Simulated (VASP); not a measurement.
# LuB2Os3 in VASP: a series of runs

The runs below take LuB2Os3 through single point, molecular dynamics, with PBE.

Program: VASP 6.6.1. These are calculated values, not measurements. Logs are shortened: lines on timing, memory, paths and dates and some standing lists are left out, and cuts for length are marked.

### 1 The structure

The cell holds a amorphous, 6 atoms: a = 4.560 Å, b = 4.646 Å, c = 4.229 Å, α = 82.15°, β = 90.02°, γ = 88.95°.

The cell was built by a generator and needn't be a form met in nature.

### 2 Single point, PBE

Contents of INCAR:

```
SYSTEM = LuB2Os3
ALGO = Normal
EDIFF = 1E-7
ENCUT = 520
GGA = PE
ISIF = 2
ISMEAR = 1
LASPH = .True.
LCHARG = .False.
LREAL = .False.
LWAVE = .False.
NBANDS = 36
NELM = 100
PREC = Accurate
SIGMA = 0.15
```

Contents of KPOINTS:

```
k-points
0
Gamma
  3 3 4
  0 0 0
```

Contents of POSCAR:

```
LuB2Os3
1.0
    4.5037960000      0.6592820000      0.2739790000
   -0.5288380000      4.5422550000     -0.8218620000
   -0.4312670000      1.2667250000      4.0114430000
B Os Lu
2 3 1
Direct
    0.2295189524      0.4902882842      0.0701919326
    0.9761830704      0.0772481959      0.1617968136
    0.4916450354      0.6372564782      0.4468774624
    0.7287531632      0.4556470572      0.9852738625
    0.9868445635      0.6393545029      0.4663158579
    0.2570082496      0.1111780051      0.6762993054
```

Potentials or basis: VASP PAW PBE potentials, release 64 (B, Os, Lu).

Command:

```bash
$ cat potpaw_PBE.64/B/POTCAR potpaw_PBE.64/Os/POTCAR potpaw_PBE.64/Lu/POTCAR > POTCAR
$ mpirun -np 1 vasp_std > vasp.out
```

OUTCAR:

```text
SYSTEM = LuB2Os3
   EDIFF = 1E-7
   ENCUT = 520
   GGA = PE
   ISIF = 2
   ISMEAR = 1
   LASPH = .True.
   LREAL = .False.
   NELM = 100
   PREC = Accurate

 ion  position               nearest neighbor table
   1  0.230  0.490  0.070-   3 2.18   5 2.19   4 2.31   4 2.32   6 2.59   5 2.78   6 2.91
   2  0.976  0.077  0.162-   4 2.12   5 2.25   6 2.41   6 2.55
   3  0.492  0.637  0.447-   1 2.18   5 2.26   5 2.30   4 2.47   4 2.55   6 2.73   6 2.74
   4  0.729  0.456  0.985-   2 2.12   1 2.31   1 2.32   3 2.47   5 2.54   3 2.55   5 2.60   6 3.10
                             6 3.24
   5  0.987  0.639  0.466-   1 2.19   2 2.25   3 2.26   3 2.30   4 2.54   4 2.60   6 2.76   1 2.78
                             6 2.78
   6  0.257  0.111  0.676-   2 2.41   2 2.55   1 2.59   3 2.73   3 2.74   5 2.76   5 2.78   1 2.91
                             4 3.10   4 3.24

  LATTYP: Found a triclinic cell.
 ALAT       =     5.8394737866
 B/A-ratio  =     0.7241648981
 C/A-ratio  =     0.7808978317
 COS(alpha) =     0.0004230862
 COS(beta)  =     0.0148652245
 COS(gamma) =     0.6154321592

  Lattice vectors:

 A1 = (   0.0975710000,  -3.2755300000,   4.8333050000)
 A2 = (  -0.4312670000,   1.2667250000,   4.0114430000)
 A3 = (  -4.5037960000,  -0.6592820000,  -0.2739790000)

Analysis of symmetry for initial positions (statically):
=====================================================================
 Subroutine PRICEL returns:
 Original cell was already a primitive cell.

 Routine SETGRP: Setting up the symmetry group for a
 triclinic supercell.

 Subroutine GETGRP returns: Found  1 space group operations
 (whereof  1 operations were pure point group operations)
 out of a pool of  2 trial point group operations.

The static configuration has the point symmetry C_1 .

Analysis of symmetry for dynamics (positions and initial velocities):
=====================================================================
 Subroutine PRICEL returns:
 Original cell was already a primitive cell.

 Routine SETGRP: Setting up the symmetry group for a
 triclinic supercell.

 Subroutine GETGRP returns: Found  1 space group operations
 (whereof  1 operations were pure point group operations)
 out of a pool of  2 trial point group operations.

The dynamic configuration has the point symmetry C_1 .

 Subroutine INISYM returns: Found  1 space group operations
 (whereof  1 operations are pure point group operations),
 and found     1 'primitive' translations

----------------------------------------------------------------------------------------

                                     Primitive cell

  volume of cell :      88.7379

  direct lattice vectors                    reciprocal lattice vectors
     4.503796000  0.659282000  0.273979000     0.217067047  0.027900660  0.014526292
    -0.528838000  4.542255000 -0.821862000    -0.025892167  0.204928025 -0.067495385
    -0.431267000  1.266725000  4.011443000    -0.020130312  0.040079932  0.234466303

  length of vectors
     4.560032418  4.646203532  4.228741940     0.219334363  0.217305147  0.238717569

  position of ions in fractional coordinates (direct lattice)
     0.229518952  0.490288284  0.070191933
     0.976183070  0.077248196  0.161796814
     0.491645035  0.637256478  0.446877462
     0.728753163  0.455647057  0.985273863
     0.986844564  0.639354503  0.466315858
     0.257008250  0.111178005  0.676299305

  ion indices of the primitive-cell ions
   primitive index   ion index
                 1           1
                 2           2
                 3           3
                 4           4
                 5           5
                 6           6

----------------------------------------------------------------------------------------

 KPOINTS: k-points

Automatic generation of k-mesh.
 Grid dimensions read from file:
 generate k-points for:    3    3    4

 Generating k-lattice:

  Cartesian coordinates                     Fractional coordinates (reciprocal lattice)
     0.072355682  0.009300220  0.004842097     0.333333333  0.000000000  0.000000000
    -0.008630722  0.068309342 -0.022498462    -0.000000000  0.333333333  0.000000000
    -0.005032578  0.010019983  0.058616576     0.000000000  0.000000000  0.250000000

  Length of vectors
     0.073111454  0.072435049  0.059679392

  Shift w.r.t. Gamma in fractional coordinates (k-lattice)
     0.000000000  0.000000000  0.000000000

 Subroutine IBZKPT returns following result:
 ===========================================

 Found     19 irreducible k-points:

 Following reciprocal coordinates:
            Coordinates               Weight
  0.000000  0.000000  0.000000      1.000000
  0.333333  0.000000 -0.000000      2.000000
  0.000000  0.333333 -0.000000      2.000000
  0.333333  0.333333 -0.000000      2.000000
 -0.333333  0.333333  0.000000      2.000000
  0.000000 -0.000000  0.250000      2.000000
[... 11 lines left out ...]
  0.333333  0.333333  0.500000      2.000000
 -0.333333  0.333333  0.500000      2.000000
   k-points           NKPTS =     19   k-points in BZ     NKDIM =     19   number of bands    NBANDS=     36
   number of dos      NEDOS =    301   number of ions     NIONS =      6
   total plane-waves  NPLWV =  41472
   dimension x,y,z NGX =    36 NGY =   36 NGZ =   32
   dimension x,y,z NGXF=    72 NGYF=   72 NGZF=   64
   ions per type =               2   3   1
   NGX,Y,Z   is equivalent  to a cutoff of  13.12, 12.88, 12.58 a.u.
   NGXF,Y,Z  is equivalent  to a cutoff of  26.25, 25.76, 25.16 a.u.
 SYSTEM =  LuB2Os3
   PREC   = accura    normal or accurate (medium, high low for compatibility)
   ISTART =      0    job   : 0-new  1-cont  2-samecut
   ICHARG =      2    charge: 1-file 2-atom 10-const
   ISPIN  =      1    spin polarized calculation?
   LNONCOLLINEAR =      F non collinear calculations
   LSORBIT =      F    spin-orbit coupling
   LASPH  =      T    aspherical Exc in radial PAW
   ENCUT  =  520.0 eV  38.22 Ry    6.18 a.u.   8.48  8.64  7.86*2*pi/ulx,y,z
   NELM   =    100;   NELMIN=  2; NELMDL= -5     # of ELM steps
   EDIFF  = 0.1E-06   stopping-criterion for ELM
   LREAL  =      F    real-space projection
   EDIFFG = 0.1E-05   stopping-criterion for IOM
   NSW    =      0    number of steps for IOM
   IBRION =     -1    ionic relax: 0-MD 1-quasi-New 2-CG
   NFREE  =      0    steps in history (QN), initial steepest desc. (CG)
   ISIF   =      2    stress and relaxation
   ISYM   =      2    0-nonsym 1-usesym 2-fastsym
   POTIM  = 0.5000    time-step for ionic-motion
   TEBEG  =    0.0;   TEEND  =   0.0 temperature during run
   PSTRESS=    0.0 pullay stress
   NELECT =      55.0000    total number of electrons
   NUPDOWN=      -1.0000    fix difference up-down
   EMIN   =  10.00;   EMAX   =-10.00  energy-range for DOS
   EFERMI =   0.00;   METHOD = LEGACY
   ISMEAR =     1;   SIGMA  =   0.15  broadening in eV -4-tet -1-fermi 0-gaus
   EFERMI_NEDOS =   21; number of points for ismear=-14 and -15
   IALGO  =     38    algorithm
   IMIX   =      4    mixing-type and parameters
     AMIX     =   0.40;   BMIX     =  1.00
     AMIX_MAG =   1.60;   BMIX_MAG =  1.00
  volume/ion in A,a.u.               =      14.79        99.81
  Fermi-wavevector in a.u.,A,eV,Ry     =   1.395809  2.637697 26.508002  1.948283
  Thomas-Fermi vector in A             =   2.519225
   LORBIT       =      0    0 simple, 1 ext, 2 COOP (PROOUT), +10 PAW based schemes
   GGA     = PE    functional components
   LHFCALC =     F    Hartree Fock is set to
   AEXX    =    0.0000 exact exchange contribution
   IVDW    =     0    specifies the selected vdW correction
   LEPSILON=     F    determine dielectric tensor
   LRPA    =     F    only Hartree local field effects (RPA)
 non-spin polarized calculation
 Methfessel and Paxton  Order N= 1 SIGMA  =   0.15
  energy-cutoff  :      520.00
  volume of cell :       88.74
 maximum number of plane-waves:      2403
 NGX is ok and might be reduce to    36
   NGX = 17   NGY = 17   NGZ = 15

 number of electron      55.0000003 magnetization

 Free energy of the ion-electron system (eV)
  ---------------------------------------------------
  ext. energy  EPLUGINS =         0.00000000
  ---------------------------------------------------
  free energy    TOTEN  =       -46.92777720 eV

  energy without entropy =      -46.92265634  energy(sigma->0) =      -46.92607025

 E-fermi :   5.9657     XC(G=0): -12.2225

 val. band max:        5.9424982153   @ k =   0.3333   0.0000   0.5000
 cond. band min:       5.9828229667   @ k =   0.0000   0.3333   0.2500
 fundamental gap:      0.0403247515
 Fermi energy:         5.9657033305

 k-point     1 :       0.0000    0.0000    0.0000
  band No.  band energies     occupation
      1     -49.5960      2.00000
      2     -20.4424      2.00000
      3     -20.3931      2.00000
      4     -20.3288      2.00000
      5      -5.1028      2.00000
      6      -1.9950      2.00000
[... 28 lines left out ...]
     35      10.0359      0.00000
     36      10.6185      0.00000

 k-point     2 :       0.3333    0.0000   -0.0000
  band No.  band energies     occupation
      1     -49.5959      2.00000
      2     -20.4433      2.00000
      3     -20.3964      2.00000
      4     -20.3337      2.00000
      5      -4.2459      2.00000
      6      -1.5803      2.00000
[... 28 lines left out ...]
     35       9.7606      0.00000
     36      10.2652      0.00000

 k-point     3 :       0.0000    0.3333   -0.0000
  band No.  band energies     occupation
      1     -49.5954      2.00000
      2     -20.4549      2.00000
      3     -20.3872      2.00000
      4     -20.3286      2.00000
      5      -4.5599      2.00000
      6      -2.3135      2.00000
[... 28 lines left out ...]
     35       9.9723      0.00000
     36      10.5017      0.00000

 k-point     4 :       0.3333    0.3333   -0.0000
  band No.  band energies     occupation
      1     -49.5952      2.00000
      2     -20.4531      2.00000
      3     -20.3898      2.00000
      4     -20.3338      2.00000
      5      -3.7606      2.00000
      6      -1.7989      2.00000
[... 28 lines left out ...]
     35      10.6289      0.00000
     36      11.2426      0.00000

 k-point     5 :      -0.3333    0.3333    0.0000
  band No.  band energies     occupation
      1     -49.5952      2.00000
      2     -20.4539      2.00000
      3     -20.3899      2.00000
      4     -20.3330      2.00000
      5      -3.7132      2.00000
      6      -1.8142      2.00000
[... 460 lines left out ...]
 k-point    17 :      -0.0000    0.3333    0.5000
  band No.  band energies     occupation
      1     -49.5948      2.00000
      2     -20.4555      2.00000
      3     -20.4239      2.00000
      4     -20.3328      2.00000
      5      -3.7726      2.00000
      6      -2.3804      2.00000
[... 28 lines left out ...]
     35       9.5652      0.00000
     36      10.2396      0.00000

 k-point    18 :       0.3333    0.3333    0.5000
  band No.  band energies     occupation
      1     -49.5947      2.00000
      2     -20.4543      2.00000
      3     -20.4242      2.00000
      4     -20.3396      2.00000
      5      -3.1474      2.00000
      6      -1.5831      2.00000
[... 28 lines left out ...]
     35       9.4521      0.00000
     36      10.3537      0.00000

 k-point    19 :      -0.3333    0.3333    0.5000
  band No.  band energies     occupation
      1     -49.5947      2.00000
      2     -20.4545      2.00000
      3     -20.4244      2.00000
      4     -20.3393      2.00000
      5      -3.1344      2.00000
      6      -1.6601      2.00000
[... 28 lines left out ...]
     35       9.7510      0.00000
     36      10.2711      0.00000

------------------------ aborting loop because EDIFF is reached ----------------------------------------

  FORCE on cell =-STRESS in cart. coord.  units (eV):
  Direction    XX          YY          ZZ          XY          YZ          ZX
  --------------------------------------------------------------------------------------
  -------------------------------------------------------------------------------------
  Total       20.9319658     11.0393683      4.7214984      1.7268780      6.7776469     -0.1909641
  in kB      377.9301480    199.3176430     85.2474436     31.1790711    122.3715501     -3.4478889
  external PRESSURE =     220.8317448 kB  Pullay stress =       0.0000000 kB

 VOLUME and BASIS-vectors are now :
 -----------------------------------------------------------------------------
  energy-cutoff  :      520.00
  volume of cell :       88.74
      direct lattice vectors                 reciprocal lattice vectors
     4.503796000  0.659282000  0.273979000     0.217067047  0.027900660  0.014526292
    -0.528838000  4.542255000 -0.821862000    -0.025892167  0.204928025 -0.067495385
    -0.431267000  1.266725000  4.011443000    -0.020130312  0.040079932  0.234466303

 POSITION                                       TOTAL-FORCE (eV/Angst)
 -----------------------------------------------------------------------------------
      0.74415      2.46725     -0.05850         0.182296     -1.085620     -0.672302
      4.28590      1.19941      0.85301        -1.842976      0.160561      0.620056
      1.68454      3.78479      1.40359        -1.315054     -0.883420      0.084049
      2.61628      3.79819      3.77755         0.942913     -1.342828      0.256922
      3.90533      4.14541      1.61551         0.706779      3.142692     -1.352530
      0.80705      1.53113      2.69198         1.326041      0.008614      1.063804
 -----------------------------------------------------------------------------------
    total drift:                               -0.000541      0.000713      0.000102

  FREE ENERGIE OF THE ION-ELECTRON SYSTEM (eV)
  ---------------------------------------------------
  free  energy   TOTEN  =       -46.9277772029 eV

  energy  without entropy=      -46.9226563376  energy(sigma->0) =      -46.92607025
```

Run time: 32 s. Hardware: 1 thread of Intel Xeon 6975P-C (Granite Rapids), shared host; peak memory 0.23 GiB.

What came out:

- Free energy: -46.9278 eV
- Pressure: 22.1 GPa
- Largest force: 3.494 eV/Å
- Band gap on the k mesh: none (metal or under the smearing width)

Forces in eV/Å, atoms in the order of the input:
```
B    0.182 -1.086 -0.672
B   -1.843  0.161  0.620
Os  -1.315 -0.883  0.084
Os   0.943 -1.343  0.257
Os   0.707  3.143 -1.353
Lu   1.326  0.009  1.064
```

Caveat: the k mesh is coarse (spacing up to 0.46 Å⁻¹), so the values aren't converged; so large a pressure means that the cell lies far from this level's equilibrium, or that cutoff or potentials fall short. The run has no spin-orbit coupling, so splittings on Lu, Os are missing.

### 3 Single point, PBE

Contents of INCAR:

```
PREC     = Accurate       # precision mode
ENCUT    = 520            # plane-wave cutoff, eV
EDIFF    = 1E-6           # SCF threshold, eV
ISMEAR   = 1              # smearing method
SIGMA    = 0.15           # smearing width, eV
LREAL    = F              # projectors in reciprocal space
LASPH    = T              # aspherical terms in the spheres
NELM     = 100            # most SCF steps
ALGO     = Normal         # electronic algorithm
ISIF     = 2              # what is computed and relaxed
LWAVE    = F              # write WAVECAR
LCHARG   = F              # write CHGCAR
GGA      = PE             # functional
NBANDS   = 36             # bands
```

Contents of KPOINTS:

```
Automatic mesh
0
Gamma
  3 3 4
```

Contents of POSCAR:

```
LuB2Os3
1.0
    4.5037960000      0.6592820000      0.2739790000
   -0.5288380000      4.5422550000     -0.8218620000
   -0.4312670000      1.2667250000      4.0114430000
B Os Lu
2 3 1
Direct
    0.2406922678      0.4874420296      0.0715426979
    0.9484636487      0.0956695458      0.1658580322
    0.4929305217      0.6359007052      0.4431061376
    0.7226025524      0.4578471227      0.9828934943
    0.9901912421      0.6390077328      0.4685213194
    0.2596816300      0.1096750073      0.6802555608
```

Potentials or basis: VASP PAW PBE potentials, release 64 (B, Os, Lu).

Command:

```bash
$ cat potpaw_PBE.64/B/POTCAR potpaw_PBE.64/Os/POTCAR potpaw_PBE.64/Lu/POTCAR > POTCAR
$ mpirun -np 1 vasp_std > vasp.out
```

It took 30 s on 1 thread of Intel Xeon 6975P-C (Granite Rapids), shared host; peak memory 0.23 GiB.

Results (log left out):

```
Free energy            : -47.0866 eV
Pressure               : 23.1 GPa
Largest force          : 3.389 eV/Å
Band gap on the k mesh : none (metal or under the smearing width)
```

Forces in eV/Å, atoms in the order of the input:
```
B   -0.474 -0.913 -0.851
B   -0.938 -0.700  0.935
Os  -1.242 -0.278  0.128
Os   1.163 -0.948  0.043
Os   0.444  3.002 -1.509
Lu   1.047 -0.162  1.255
```

Stress tensor (GPa, compression positive):
```
38.51  1.69  1.71
 1.69 20.89 11.51
 1.71 11.51 10.05
```

Levels at points of the mesh, in eV from the Fermi level:
```
           k point  band 26  band 27  band 28  band 29  band 30  band 31
(0.00, 0.00, 0.00)    -0.82     0.07     0.43     0.77     1.54     2.07
(0.00, 0.00, 0.50)    -1.09    -0.02     0.35     0.54     1.81     1.85
```

Caveat: the k mesh is coarse (spacing up to 0.46 Å⁻¹), so the values aren't converged; so large a pressure means that the cell lies far from this level's equilibrium, or that cutoff or potentials fall short.

[end of part 1 of 2]
